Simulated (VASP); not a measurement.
Input:

```xyz
2
Lattice="0.0000 2.4763 2.4763 2.4763 0.0000 2.4763 2.4763 2.4763 0.0000" Properties=species:S:1:pos:R:3 pbc="T T T"
Gd     0.0000     0.0000     0.0000
N      2.4763     2.4763     2.4763
```

Computed with optB86b-vdW, VASP's PBE PAW potentials (set 64) (plane waves; VASP). Settings: 520 eV cut-off, Gaussian smearing of 0.050 eV, potentials Gd_3 N.

The 4f electrons are frozen in the core of the lanthanide potential, so 4f levels, which can set the real gap, and their magnetism are missing.

Q: Estimate the band gap (along the path) with the smallest direct gap where there is one.

A: 
```
Property                                                     Result
-------------------------  ----------------------------------------
band gap (along the path)  none (metal, semimetal or under 0.01 eV)
```

The absolute energy has meaning only against runs of the same code, potentials and settings.

The compound is GdN in the rock salt structure. It was relaxed first.
